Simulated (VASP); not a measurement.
Energy against volume of HfN (rock salt). Method: PBEsol GGA, VASP's PBE PAW potentials (set 64) (plane waves; VASP 6.6.1). Numerical set-up: 520 eV cut-off, 14×14×14 Γ-centred mesh, first-order Methfessel-Paxton smearing of 0.10 eV, potentials Hf_pv N.

```csv
V (Å³/atom),E (eV/atom)
10.979,-11.48460
11.318,-11.49455
11.658,-11.48589
11.998,-11.46136
```

**Question.** Fit these four points and predict the energy of the run at 10.639 Å³/atom.

**Answer.** A cubic in V^(−2/3), the third-order Birch-Murnaghan form, passes through the four points with V0 = 11.32 Å³/atom and B0 = 292 GPa, and gives -11.4527 eV/atom there. The run gave -11.4528 eV/atom, -0.1 meV/atom from the fit; all five points give B0 = 292 GPa.

The compound is HfN in the rock salt structure. It was relaxed first.
